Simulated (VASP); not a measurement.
# Zn2C in VASP 6.6.1, single-point calculation

INCAR

```
NBANDS = 21
ENCUT = 520
LCHARG = .FALSE.
NSW = 0
IBRION = -1
SIGMA = 0.2
LWAVE = .FALSE.
EDIFF = 1E-7
PREC = Accurate
LASPH = .TRUE.
NELM = 120
GGA = PS
LREAL = .FALSE.
ISIF = 2
ISMEAR = -4
```

KPOINTS

```
KPOINTS created by Atomic Simulation Environment
0
Monkhorst-Pack
8 8 8
0 0 0
```

POSCAR

```
C  Zn
 1.0000000000000000
    -0.0000000000000000    2.5779490358415575    2.5779490358415575
     2.5779490358415575   -0.0000000000000000    2.5779490358415575
     2.5779490358415575    2.5779490358415575    0.0000000000000000
 C   Zn
   1   2
Cartesian
  0.0000000000000000 -0.0000000000000000  0.0000000000000000
  1.2889745179207788  1.2889745179207788  1.2889745179207788
  3.8669235537623363  3.8669235537623363  3.8669235537623363
```

The recommended PBE PAW datasets give the neutral cell 28 valence electrons.

Command

```
mpirun -np 1 vasp_std
```

OSZICAR

```
N       E                     dE             d eps       ncg     rms          rms(c)
DAV:   1     0.144800169309E+03    0.14480E+03   -0.14155E+04  2584   0.207E+03
DAV:   2    -0.185059693737E+01   -0.14665E+03   -0.14031E+03  2585   0.333E+02
DAV:   3    -0.123995767431E+02   -0.10549E+02   -0.10383E+02  2895   0.896E+01
DAV:   4    -0.125734906354E+02   -0.17391E+00   -0.17377E+00  2665   0.110E+01
DAV:   5    -0.125744681084E+02   -0.97747E-03   -0.97745E-03  2910   0.789E-01    0.976E+00
DAV:   6    -0.108067734029E+02    0.17677E+01   -0.46711E+00  3616   0.527E+01    0.711E+00
DAV:   7    -0.108003717846E+02    0.64016E-02   -0.77778E-01  2831   0.113E+01    0.376E+00
DAV:   8    -0.107803357652E+02    0.20036E-01   -0.53460E-02  2778   0.161E+00    0.107E+00
DAV:   9    -0.107777855190E+02    0.25502E-02   -0.30768E-03  3411   0.587E-01    0.131E-01
DAV:  10    -0.107777246324E+02    0.60887E-04   -0.85559E-04  3672   0.270E-01    0.587E-02
DAV:  11    -0.107777405632E+02   -0.15931E-04   -0.13164E-04  2690   0.866E-02    0.196E-02
DAV:  12    -0.107777394390E+02    0.11243E-05   -0.29399E-06  2749   0.155E-02    0.101E-02
DAV:  13    -0.107777387449E+02    0.69407E-06   -0.44951E-07  2814   0.506E-03    0.284E-03
DAV:  14    -0.107777385954E+02    0.14947E-06   -0.28309E-07  2604   0.589E-03    0.641E-04
DAV:  15    -0.107777385908E+02    0.46111E-08   -0.62541E-08  1629   0.163E-03
   1 F= -.10777739E+02 E0= -.10777739E+02  d E =0.000000E+00
```

From OUTCAR

```
k-points           NKPTS =     60   k-points in BZ     NKDIM =     60   number of bands    NBANDS=     21

   NELECT =      28.0000    total number of electrons

   dimension x,y,z NGX =    28 NGY =   28 NGZ =   28
   dimension x,y,z NGXF=    56 NGYF=   56 NGZF=   56

  energy-cutoff  :      520.00
  volume of cell :       34.27
      direct lattice vectors                 reciprocal lattice vectors
     0.000000000  2.577949036  2.577949036    -0.193952632  0.193952632  0.193952632
     2.577949036  0.000000000  2.577949036     0.193952632 -0.193952632  0.193952632
     2.577949036  2.577949036  0.000000000     0.193952632  0.193952632 -0.193952632

 k-points in reciprocal lattice and weights: KPOINTS created by Atomic Simulation Env
   0.06250000  0.06250000  0.06250000       0.004
   0.18750000  0.06250000  0.06250000       0.012
   0.31250000  0.06250000  0.06250000       0.012
   0.43750000  0.06250000  0.06250000       0.012
  -0.43750000  0.06250000  0.06250000       0.012
  -0.31250000  0.06250000  0.06250000       0.012
  -0.18750000  0.06250000  0.06250000       0.012
  -0.06250000  0.06250000  0.06250000       0.012
   ...

 E-fermi :   4.5263

 k-point     1 :       0.0625    0.0625    0.0625
  band No.  band energies     occupation
      1      -9.5064      2.00000
      2      -4.1886      2.00000
      3      -4.1719      2.00000
      4      -4.1719      2.00000
      5      -3.9597      2.00000
      6      -3.9597      2.00000
      7      -2.6406      2.00000
      8      -2.6364      2.00000
      9      -2.6364      2.00000
     10      -2.2863      2.00000
     11      -2.2863      2.00000
     12       3.7505      2.00000
     13       4.4843      2.00000
     14       4.4843      2.00000
     15       5.0786      0.00000
     16       8.5954      0.00000
     17       8.7844      0.00000
     18       8.7844      0.00000
     19      14.2750      0.00000
     20      15.1988      0.00000
     21      15.1988      0.00000

 k-point     2 :       0.1875    0.0625    0.0625
  band No.  band energies     occupation
      1      -9.2357      2.00000
      2      -4.2255      2.00000
      3      -4.1273      2.00000
      4      -4.0586      2.00000
      5      -3.9064      2.00000
      6      -3.8589      2.00000
      7      -2.7193      2.00000
      8      -2.6844      2.00000
      9      -2.6629      2.00000
     10      -2.4423      2.00000
     11      -2.3464      2.00000
     12       2.4387      2.00000
     13       3.6970      2.00000
     14       4.3577      2.00000
     15       5.7483      0.00000
     16       8.4682      0.00000
     17       9.2751      0.00000
     18       9.3350      0.00000
     19      13.7199      0.00000
     20      14.3151      0.00000
     21      15.1384      0.00000

 ...

  Total       -0.3220121     -0.3220121     -0.3220121      0.0000000      0.0000000      0.0000000
  in kB      -15.0566991    -15.0566991    -15.0566991      0.0000000      0.0000000      0.0000000
  external PRESSURE =     -15.0566991 kB  Pullay stress =       0.0000000 kB

 POSITION                                       TOTAL-FORCE (eV/Angst)
 -----------------------------------------------------------------------------------
      0.00000      0.00000      0.00000         0.000000      0.000000      0.000000
      1.28897      1.28897      1.28897        -0.000000     -0.000000     -0.000000
      3.86692      3.86692      3.86692         0.000000      0.000000     -0.000000
 -----------------------------------------------------------------------------------
    total drift:                                0.000000      0.000000      0.000000

  FREE ENERGIE OF THE ION-ELECTRON SYSTEM (eV)
  ---------------------------------------------------
  free  energy   TOTEN  =       -10.7777385908 eV

  energy  without entropy=      -10.7777385908  energy(sigma->0) =      -10.77773859
```

It converged. Results: gap between bands v and c on the k mesh 0.59 eV; least direct gap on the k mesh 0.59 eV; pressure -1.5 GPa. Band v is the last that the valence electrons fill when counted band by band, and c is the next.

The shifted mesh misses Γ, so a band edge there is missed.

For comparison, a separate PBEsol run of the intended cell, on usual settings and not on those above, gives a gap of 0.00 eV on its mesh and a pressure of -1.5 GPa.

The run above took about 42 s on one core of a shared host (Intel Xeon Platinum 8488C) and held 0.18 GiB at most.
